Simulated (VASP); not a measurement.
Calculation: PBEsol GGA, VASP's PBE PAW potentials (set 64) (plane waves; VASP).

Input for VASP

### INCAR
```
IBRION  =  2   # conjugate gradients
LREAL  =  F   # projection in real space or not
ALGO  =  Normal   # blocked Davidson
LMAXMIX  =  6
LCHARG  =  F
LASPH  =  T
NELM  =  100   # most electronic steps
EDIFF  =  1E-6
ENCUT  =  400
NSW  =  60
EDIFFG  =  -0.01
PREC  =  Accurate
ISMEAR  =  1
ISIF  =  3
GGA  =  PS   # PBEsol
SYSTEM  =  TaGe
LWAVE  =  F
SIGMA  =  0.1
```

### KPOINTS
```
Automatic mesh
0
Gamma
12 12 8
0 0 0
```

POSCAR:
```
TaGe
1
    3.0536715930    -0.0000000000     0.0000000000
   -1.5268357965     2.6445572494     0.0000000000
   -0.0000000000    -0.0000000000     4.0889375770
Ta Ge
1 1
Direct
  0.0000000000   0.0000000000   0.0000000000
  0.6666670000   0.3333330000   0.5000000000
```

POTCAR, in this order: Ta_pv Ge_d (PBE.64 set). Program: vasp_std.

Output of the run:

File OSZICAR:
```
       N       E                     dE             d eps       ncg     rms          rms(c)
DAV:   1     0.140200258858E+03    0.14020E+03   -0.11951E+04  3152   0.311E+03
DAV:   2    -0.865877262239E+01   -0.14886E+03   -0.14746E+03  3416   0.489E+02
DAV:   3    -0.184774024126E+02   -0.98186E+01   -0.97832E+01  3896   0.100E+02
DAV:   4    -0.186222878730E+02   -0.14489E+00   -0.14487E+00  3624   0.130E+01
DAV:   5    -0.186242742374E+02   -0.19864E-02   -0.19863E-02  3896   0.169E+00    0.148E+01
DAV:   6    -0.180210034485E+02    0.60327E+00   -0.18486E+00  3800   0.874E+00    0.664E+00
DAV:   7    -0.178997500608E+02    0.12125E+00   -0.24854E-01  3816   0.614E+00    0.180E+00
DAV:   8    -0.178905376454E+02    0.92124E-02   -0.22487E-02  4432   0.125E+00    0.234E-01
DAV:   9    -0.178896016952E+02    0.93595E-03   -0.28829E-03  3944   0.894E-01    0.550E-02
DAV:  10    -0.178895848557E+02    0.16840E-04   -0.11691E-04  3808   0.178E-01    0.295E-02
DAV:  11    -0.178895853358E+02   -0.48011E-06   -0.13433E-05  4512   0.466E-02    0.898E-03
DAV:  12    -0.178895857123E+02   -0.37648E-06   -0.17128E-06  1944   0.180E-02
   1 F= -.17889586E+02 E0= -.17889391E+02  d E =-.178896E+02
       N       E                     dE             d eps       ncg     rms          rms(c)
DAV:   1    -0.178912714288E+02   -0.16861E-02   -0.46682E-02  3104   0.229E+00    0.227E-01
DAV:   2    -0.178902787016E+02    0.99273E-03   -0.13566E-03  4184   0.455E-01    0.130E-01
DAV:   3    -0.178898558512E+02    0.42285E-03   -0.71363E-04  4432   0.262E-01    0.338E-02
DAV:   4    -0.178898530256E+02    0.28256E-05   -0.35160E-05  3672   0.511E-02    0.195E-02
DAV:   5    -0.178898523055E+02    0.72004E-06   -0.46703E-06  3840   0.328E-02
   2 F= -.17889852E+02 E0= -.17889685E+02  d E =-.266593E-03
       N       E                     dE             d eps       ncg     rms          rms(c)
DAV:   1    -0.178966668737E+02   -0.68138E-02   -0.22182E-01  3072   0.498E+00    0.496E-01
DAV:   2    -0.178918957909E+02    0.47711E-02   -0.64279E-03  4176   0.973E-01    0.285E-01
DAV:   3    -0.178898313874E+02    0.20644E-02   -0.35808E-03  4384   0.562E-01    0.743E-02
DAV:   4    -0.178898208209E+02    0.10566E-04   -0.16565E-04  3608   0.112E-01    0.436E-02
DAV:   5    -0.178898158695E+02    0.49514E-05   -0.21170E-05  4224   0.709E-02    0.898E-03
DAV:   6    -0.178898158716E+02   -0.20555E-08   -0.13814E-06  2400   0.154E-02
   3 F= -.17889816E+02 E0= -.17889753E+02  d E =-.230159E-03
       N       E                     dE             d eps       ncg     rms          rms(c)
DAV:   1    -0.178921764450E+02   -0.23606E-02   -0.71053E-02  3080   0.283E+00    0.282E-01
DAV:   2    -0.178906358780E+02    0.15406E-02   -0.20255E-03  4232   0.589E-01    0.161E-01
DAV:   3    -0.178899742538E+02    0.66162E-03   -0.11793E-03  4536   0.378E-01    0.425E-02
DAV:   4    -0.178899703559E+02    0.38978E-05   -0.60968E-05  3528   0.725E-02    0.248E-02
DAV:   5    -0.178899673831E+02    0.29729E-05   -0.81122E-06  4152   0.450E-02    0.511E-03
DAV:   6    -0.178899671986E+02    0.18444E-06   -0.48032E-07  1632   0.100E-02
   4 F= -.17889967E+02 E0= -.17889854E+02  d E =-.381486E-03
       N       E                     dE             d eps       ncg     rms          rms(c)
DAV:   1    -0.178899976996E+02   -0.30317E-04   -0.91735E-04  3080   0.322E-01    0.320E-02
DAV:   2    -0.178899775006E+02    0.20199E-04   -0.26179E-05  4168   0.640E-02    0.184E-02
DAV:   3    -0.178899690137E+02    0.84869E-05   -0.15015E-05  3920   0.399E-02    0.479E-03
DAV:   4    -0.178899690097E+02    0.40059E-08   -0.78306E-07  2104   0.823E-03
   5 F= -.17889969E+02 E0= -.17889864E+02  d E =-.383297E-03
       N       E                     dE             d eps       ncg     rms          rms(c)
DAV:   1    -0.178907698953E+02   -0.80088E-03   -0.17980E-02  3920   0.236E+00    0.205E-01
DAV:   2    -0.178901135950E+02    0.65630E-03   -0.12373E-03  3880   0.540E-01    0.902E-02
DAV:   3    -0.178899255238E+02    0.18807E-03   -0.34593E-04  4200   0.321E-01    0.265E-02
DAV:   4    -0.178899093550E+02    0.16169E-04   -0.19947E-05  3464   0.501E-02    0.114E-02
DAV:   5    -0.178899072481E+02    0.21069E-05   -0.17993E-06  2400   0.181E-02    0.323E-03
DAV:   6    -0.178899070864E+02    0.16163E-06   -0.24127E-07  1568   0.536E-03
   6 F= -.17889907E+02 E0= -.17889813E+02  d E =0.619233E-04
       N       E                     dE             d eps       ncg     rms          rms(c)
DAV:   1    -0.178905578062E+02   -0.65056E-03   -0.12303E-02  3928   0.194E+00    0.170E-01
DAV:   2    -0.178901077855E+02    0.45002E-03   -0.84938E-04  3880   0.449E-01    0.747E-02
DAV:   3    -0.178899802079E+02    0.12758E-03   -0.23630E-04  4200   0.266E-01    0.220E-02
DAV:   4    -0.178899709837E+02    0.92242E-05   -0.13816E-05  3464   0.416E-02    0.938E-03
DAV:   5    -0.178899706697E+02    0.31392E-06   -0.11725E-06  2032   0.147E-02
   7 F= -.17889971E+02 E0= -.17889868E+02  d E =-.166002E-05
```

File OUTCAR:
```
------------------------ aborting loop because EDIFF is reached ----------------------------------------
  FORCE on cell =-STRESS in cart. coord.  units (eV):
  Direction    XX          YY          ZZ          XY          YZ          ZX
  --------------------------------------------------------------------------------------
  Total       -0.0125778     -0.0125778     -0.0131724     -0.0000000      0.0000000     -0.0000000
  in kB       -0.6109861     -0.6109861     -0.6398711     -0.0000000      0.0000000     -0.0000000
  external PRESSURE =      -0.6206144 kB  Pullay stress =       0.0000000 kB
  volume of cell :       32.98
      direct lattice vectors                 reciprocal lattice vectors
     3.045162609  0.000000000 -0.000000000     0.328389688  0.189595870 -0.000000000
    -1.522581305  2.637188253 -0.000000000    -0.000000000  0.379191739 -0.000000000
     0.000000000  0.000000000  4.107075934     0.000000000  0.000000000  0.243482228
 POSITION                                       TOTAL-FORCE (eV/Angst)
 -----------------------------------------------------------------------------------
      0.00000      0.00000      0.00000        -0.000000      0.000000      0.000000
      1.52258      0.87906      2.05354         0.000000     -0.000000      0.000000
 -----------------------------------------------------------------------------------
    total drift:                               -0.000751      0.000434      0.000000
  FREE ENERGIE OF THE ION-ELECTRON SYSTEM (eV)
  ---------------------------------------------------
  free  energy   TOTEN  =       -17.8899706697 eV

  energy  without entropy=      -17.8896620445  energy(sigma->0) =      -17.88986779

 reached required accuracy - stopping structural energy minimisation
```
(Selected blocks of OUTCAR.)

**CONTCAR**
```
TaGe
   1.00000000000000
     3.0451626094835191    0.0000000000000000   -0.0000000000000000
    -1.5225813047417596    2.6371882528868680   -0.0000000000000000
     0.0000000000000000    0.0000000000000000    4.1070759339491971
  Ta              Ge
     1     1
Direct
     0.0000000000000000    0.0000000000000000    0.0000000000000000
     0.6666669999999968    0.3333330000000032    0.5000000000000000
```

The structure was generated: TaGe was put into the WC type (P-6m2), which need not be its known phase. This run relaxes it. Symmetry was kept, so distortions that lower it aren't found. The start is the result of an earlier pass. The electron count is odd and the run is not spin-polarised, which forces a metal.
